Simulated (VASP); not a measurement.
Be2CdS3:

```xyz
12
Lattice="5.5000 -3.1750 0.0000 5.5000 3.1750 0.0000 0.0000 0.0000 5.9800" Properties=species:S:1:pos:R:3 pbc="T T T"
Be    3.6630   -1.0477    0.0000
Be    7.3370   -1.0477    0.0000
Be    7.3370    1.0477    2.9900
Be    3.6630    1.0477    2.9900
Cd    5.5000    2.1145    5.9501
Cd    5.5000   -2.1145    2.9601
S     7.2050    1.1430    5.2923
S     3.7950    1.1430    5.2923
S     5.5000   -2.2542    5.3222
S     3.7950   -1.1430    2.3023
S     7.2050   -1.1430    2.3023
S     5.5000    2.2542    2.3322
```

The cell was built by a generator and needn't be a form met in nature.

- Program: VASP 6.6.1
- Task: relaxation of cell and atoms
- Functional: PBE
- Potentials or basis: VASP PAW PBE potentials, release 64 (Be, Cd, S)
- Cutoff: 520 eV
- k mesh: 3 × 3 × 3
- Occupations: gaussian, width 0.15 eV
- Spin: no spin polarisation

At the start: pressure 19.7 GPa; volume 17.40 Å³/atom.

Task: How do energy, volume and symmetry change on relaxing?

Result: Over 14 steps the energy falls by 886.9 meV/atom and the volume is 17.60 Å³/atom (+1.1 %); space group Cmc2_1 (No. 36, to 0.05 Å).

Step by step:
| step | energy change (eV) | largest force (eV/Å) | pressure (GPa) | volume (Å³) |
| --- | --- | --- | --- | --- |
| 1 | 0.0000 | 9.6542 | 19.66 | 208.85 |
| 2 | -6.0641 | 3.1401 | -9.98 | 279.73 |
| 3 | -8.1177 | 3.0014 | -5.85 | 245.57 |
| 4 | -8.1217 | 3.0156 | -5.78 | 244.80 |
| 5 | -9.9375 | 1.0790 | -4.06 | 227.68 |
| 6 | -10.3531 | 0.7254 | 0.10 | 212.32 |
| 7 | -10.3699 | 0.6494 | -0.52 | 214.62 |
| 8 | -10.5880 | 0.3572 | 0.41 | 209.96 |
| 9 | -10.6133 | 0.2328 | 1.12 | 207.86 |
| 10 | -10.6371 | 0.1242 | -0.21 | 211.75 |
| 11 | -10.6368 | 0.1178 | -0.44 | 212.18 |
| 12 | -10.6370 | 0.1301 | -0.47 | 211.97 |
| 13 | -10.6371 | 0.1274 | -0.42 | 211.86 |
| 14 | -10.6422 | 0.0361 | -0.27 | 211.23 |

Final structure:
```yaml
crystal:
  lattice:
    - [5.52183, -3.19504, 0.00000]
    - [5.52183, 3.19504, 0.00000]
    - [0.00000, 0.00000, 5.98634]
  atoms:
    - { symbol: Be, position: [0.48548, 0.16755, 0.00394] }
    - { symbol: Be, position: [0.83245, 0.51452, 0.00394] }
    - { symbol: Be, position: [0.51452, 0.83245, 0.50394] }
    - { symbol: Be, position: [0.16755, 0.48548, 0.50394] }
    - { symbol: Cd, position: [0.17684, 0.82316, 0.00081] }
    - { symbol: Cd, position: [0.82316, 0.17684, 0.50081] }
    - { symbol: S, position: [0.54900, 0.83597, 0.86082] }
    - { symbol: S, position: [0.16403, 0.45100, 0.86082] }
    - { symbol: S, position: [0.78258, 0.21742, 0.92466] }
    - { symbol: S, position: [0.45100, 0.16403, 0.36082] }
    - { symbol: S, position: [0.83597, 0.54900, 0.36082] }
    - { symbol: S, position: [0.21742, 0.78258, 0.42466] }
```
